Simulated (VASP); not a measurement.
Data:

```yaml
crystal:
  lattice:
    - [3.58975, 0.00000, 0.00000]
    - [0.00000, 3.58975, 0.00000]
    - [0.00000, 0.00000, 3.58975]
  atoms:
    - { symbol: Fe, position: [0.00000, 0.00000, 0.00000] }
    - { symbol: Ni, position: [0.00000, 0.50000, 0.50000] }
    - { symbol: Ni, position: [0.50000, 0.00000, 0.50000] }
    - { symbol: Ni, position: [0.50000, 0.50000, 0.00000] }
```

Level of theory: PBE GGA, VASP's PBE PAW potentials (set 64) (plane waves; VASP). Run with 300 eV cut-off, 9×9×9 Γ-centred mesh, Fermi-Dirac smearing of 0.10 eV, potentials Fe Ni.

The run has a spin-polarised start.

Question: Give the spin-up energies of bands 11 to 24 at the high-symmetry points, in eV from the Fermi level.

Answer: 
```tsv
band	Γ	X	M	R
11	-1.66	-2.58	-2.77	-2.47
12	-1.66	-1.97	-2.77	-2.47
13	-0.84	-1.88	-2.72	-0.94
14	-0.84	-1.88	-1.85	-0.94
15	-0.81	-1.64	-1.74	-0.85
16	-0.75	-1.64	-1.74	-0.85
17	-0.75	-1.54	-1.69	-0.85
18	-0.75	-1.49	-1.69	-0.80
19	-0.64	-1.42	-1.48	-0.80
20	-0.64	-1.02	-1.43	-0.80
21	-0.64	-0.76	0.67	-0.45
22	2.22	-0.64	0.67	-0.45
23	2.22	7.26	0.69	-0.45
24	2.22	7.26	0.70	-0.29
```

Question: Give the spin-down energies of bands 11 to 24 at the high-symmetry points, in eV from the Fermi level.

Answer: 
```json
[
 {"band": "11", "Γ": "-0.54", "X": "-1.37", "M": "-1.96", "R": "-1.31"},
 {"band": "12", "Γ": "-0.54", "X": "-1.15", "M": "-1.56", "R": "-1.31"},
 {"band": "13", "Γ": "0.00", "X": "-0.89", "M": "-1.15", "R": "-0.42"},
 {"band": "14", "Γ": "0.28", "X": "-0.89", "M": "-1.15", "R": "-0.42"},
 {"band": "15", "Γ": "0.28", "X": "-0.80", "M": "-1.12", "R": "-0.42"},
 {"band": "16", "Γ": "0.28", "X": "-0.38", "M": "-0.76", "R": "-0.42"},
 {"band": "17", "Γ": "0.98", "X": "-0.09", "M": "-0.62", "R": "0.07"},
 {"band": "18", "Γ": "0.98", "X": "-0.09", "M": "0.19", "R": "0.07"},
 {"band": "19", "Γ": "1.21", "X": "0.28", "M": "0.19", "R": "0.07"},
 {"band": "20", "Γ": "1.21", "X": "0.54", "M": "0.44", "R": "0.77"},
 {"band": "21", "Γ": "1.21", "X": "0.62", "M": "1.34", "R": "0.77"},
 {"band": "22", "Γ": "2.24", "X": "1.19", "M": "1.34", "R": "0.77"},
 {"band": "23", "Γ": "2.24", "X": "7.61", "M": "2.24", "R": "1.11"},
 {"band": "24", "Γ": "2.24", "X": "7.61", "M": "2.32", "R": "1.11"}
]
```

It has no gap at this level: it comes out as a metal or semimetal.

The structure comes from a computed database's FeNi3 entry; how it stands against other phases isn't given here. The cell was not relaxed at this level.
